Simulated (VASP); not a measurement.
Input:

```
CELL_PARAMETERS angstrom
      6.30389     0.00000     0.00000
      0.00000     6.30389     0.00000
      0.00000     0.00000     6.30389
ATOMIC_POSITIONS crystal
  In 0.99213 0.99213 0.99213
  In 0.50787 0.50787 0.99213
  In 0.50787 0.99213 0.50787
  In 0.99213 0.50787 0.50787
  Sb 0.25000 0.25000 0.25000
  As 0.75000 0.75000 0.25000
  As 0.75000 0.25000 0.75000
  As 0.25000 0.75000 0.75000
```

Method: PBE GGA, VASP's PBE PAW potentials (set 64) (plane waves; VASP). Settings: 400 eV cut-off, 3×3×3 Γ-centred mesh, Gaussian smearing of 0.050 eV, potentials In_d Sb As.

Unless said otherwise, spin-orbit coupling is left out, though it shifts the bands of the heavy elements here.

Question: What does the run give for the energy per atom (σ→0), band gap (on the k-mesh) with the smallest direct gap where there is one?

Answer: 
```
Quantity                                                    Result
------------------------  ----------------------------------------
band gap (on the k-mesh)  none (metal, semimetal or under 0.01 eV)
energy per atom (σ→0)                               -3.738 eV/atom
```

Only differences to runs with the same potentials and settings are physical.

The structure was generated: In4As3Sb was put into an ordered model structure (P-43m), which need not be its known phase. It was relaxed first, which changed the volume by +7 %. The k-mesh is coarse (spacing up to 0.33 per Å, 2π included), so the numbers may not be converged in it.
